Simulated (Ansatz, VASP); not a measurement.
One calculation of GeAuBr3, two programs

```
CELL_PARAMETERS angstrom
5.32674 0.00000 0.00000
0.00000 5.32674 0.00000
0.00000 0.00000 5.32674
ATOMIC_POSITIONS crystal
Au 0.00000 0.00000 0.00000
Ge 0.50000 0.50000 0.50000
Br 0.50000 0.50000 0.00000
Br 0.50000 0.00000 0.50000
Br 0.00000 0.50000 0.50000
```

The cell comes from a database or a generator and needn't be the stable form of this composition.

Alike in both runs: task single point; functional PBE; k mesh 4 × 4 × 4; occupations gaussian, width 0.05 eV; no spin polarisation.

|  | VASP | Ansatz |
| --- | --- | --- |
| version | VASP 6.6.1 | Ansatz 0.2.0 |
| potentials or method | VASP PAW PBE potentials, release 64 (Au, Ge_d, Br) | scalar-relativistic, plane waves, PAW |
| plane-wave cutoff (eV) | 520 | 420 |
| valence electrons in the cell | 46 | 54 |

```tsv
	VASP	Ansatz	Ansatz less VASP
gap on the k mesh at the Fermi level (eV)	none	none	-
pressure (GPa)	0.0	0.0	0.00
```

A gap of «none» marks a metal or a gap that the smearing closes. The two sets of potentials don't hold the same shells in valence.

The runs have no spin-orbit coupling, so splittings on Au are missing.
